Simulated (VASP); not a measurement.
Here is the system:

```yaml
crystal:
  lattice:
    - [3.72419, -1.83638, 0.00000]
    - [3.72419, 1.83638, 0.00000]
    - [2.75242, 0.00000, 3.16568]
  atoms:
    - { symbol: As, position: [0.22700, 0.22700, 0.22700] }
    - { symbol: As, position: [0.77643, 0.77643, 0.77300] }
```

Calculation: PBE GGA, VASP's PBE PAW potentials (set 64) (plane waves; VASP). Settings: 700 eV cut-off, 11×11×10 Γ-centred mesh, first-order Methfessel-Paxton smearing of 0.10 eV, potentials As.

### Question
Predict the energy per atom (σ→0), pressure, largest force, band gap (on the k-mesh) with the smallest direct gap where there is one.

### Answer

```json
{
 "band gap (on the k-mesh)": "none (metal, semimetal or under 0.01 eV)",
 "energy per atom (σ→0)": "-4.654 eV/atom",
 "pressure": "4.09 GPa",
 "largest_force": "0.396 eV/Å"
}
```

The absolute energy has meaning only against runs of the same code, potentials and settings.

The compound is As in the a7 structure. The cell was not relaxed at this level. The run is one of a series of settings (ENCUT = 700 against the base run), some of them coarse on purpose.
